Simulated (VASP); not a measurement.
Zn: relaxation of shape and atoms at fixed volume with r2SCAN

Zn:

```
Zn
1.0
     2.64558    0.00000    0.00000
    -1.32279    2.29114    0.00000
     0.00000    0.00000    5.12715
Zn
2
Cartesian
  0.0000 1.5274 1.2818
  1.3228 0.7637 3.8454
```

The cell isn't the ideal one: a relaxed cell with its volume scaled by 1.06.

```yaml
Program: VASP 6.6.1
Task: relaxation of shape and atoms at fixed volume
Functional: r2SCAN
Potentials_or_basis: VASP PAW PBE potentials, release 64 (Zn)
Cutoff: 600 eV
k_mesh: 18 × 18 × 8
Occupations: methfessel-paxton, width 0.1 eV
Spin: no spin polarisation
Further_INCAR_settings: ALGO = Normal; EDIFF = 1e-07; IBRION = 2; EDIFFG = -0.01; NSW = 40; ISIF = 4
```

| Property | Result |
| --- | --- |
| Energy gained by relaxing | 2.0 meV/atom |
| Ionic steps | 4 |
| Pressure after relaxing | -3.7 GPa |
| Band gap on the k mesh | none (metal or under the smearing width) |

Stress tensor (GPa, compression positive):
```
-3.70  0.00  0.00
 0.00 -3.70  0.00
 0.00  0.00 -3.59
```

Step by step:
| step | energy change (eV) | largest force (eV/Å) | pressure (GPa) |
| --- | --- | --- | --- |
| 1 | 0.0000 | 0.0000 | -4.62 |
| 2 | -0.0027 | 0.0000 | -4.32 |
| 3 | -0.0034 | 0.0000 | -4.12 |
| 4 | -0.0040 | 0.0000 | -3.67 |

Final structure:
```
Zn
1.0
     2.62113    0.00000    0.00000
    -1.31056    2.26996    0.00000
     0.00000    0.00000    5.22328
Zn
2
Direct
  0.33333 0.66667 0.25000
  0.66667 0.33333 0.75000
```

Levels at points of the mesh, in eV from the Fermi level:
```
           k point  band 10  band 11  band 12  band 13  band 14  band 15
(0.00, 0.00, 0.00)    -7.21    -7.21    -3.78    -3.73    11.97    15.94
(0.50, 0.00, 0.00)    -6.94    -2.50    -1.69     2.50     4.02     4.12
(0.00, 0.00, 0.50)    -7.27    -7.27    -7.27     3.64     3.64    21.07
(0.50, 0.00, 0.50)    -6.95    -1.64    -1.64     0.68     0.68     9.93
```

Run time: 22 min on 1 thread of AMD EPYC 9R45 96-Core Processor (Zen 5) (shared host), peak memory 0.21 GiB.

Caveat: the PAW data sets were made with another functional, which shifts forces and pressure a little.
